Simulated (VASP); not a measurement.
Elastic constants (GPa) of a crystal from PBEsol GGA, VASP's PBE PAW potentials (set 64) run with VASP:

```tsv
	xx	yy	zz	yz	xz	xy
xx	79.3	49.0	41.8	0.9	0.0	0.0
yy	49.0	79.3	41.8	-0.9	0.0	0.0
zz	41.8	41.8	89.2	0.0	0.0	0.0
yz	0.9	-0.9	0.0	13.4	0.0	0.0
xz	0.0	0.0	0.0	0.0	13.4	0.9
xy	0.0	0.0	0.0	0.0	0.9	15.2
```

**Question.** Work out the Voigt, Reuss and Hill moduli, Young's modulus and Poisson's ratio.

**Answer.** All eigenvalues are positive (smallest 13.0 GPa), so the crystal is stable. K_V = (C11+C22+C33+2(C12+C13+C23))/9 = (247.8 + 2×132.6)/9 = 57.0 GPa; G_V = (247.8 − 132.6 + 3×42.0)/15 = 16.1 GPa. From the compliances, K_R = 57.0 GPa and G_R = 15.4 GPa. Hill: K = 57.0 GPa, G = 15.7 GPa, E = 9KG/(3K+G) = 43.2 GPa, ν = (3K−2G)/(2(3K+G)) = 0.374. K/G = 3.62, above Pugh's 1.75; universal anisotropy A^U = 0.23.

**Question.** With a density of 5.28 g/cm³, what are the mean sound speeds?

**Answer.** v_l = √((K+4G/3)/ρ) = 3.84 km/s and v_t = √(G/ρ) = 1.73 km/s. The crystal is Cd₂SeS (space group P3m1), trigonal.

The structure comes from a computed database's Cd2SeS entry (P3m1); how it stands against other phases isn't given here. It was relaxed first, which changed the volume by -6 %.
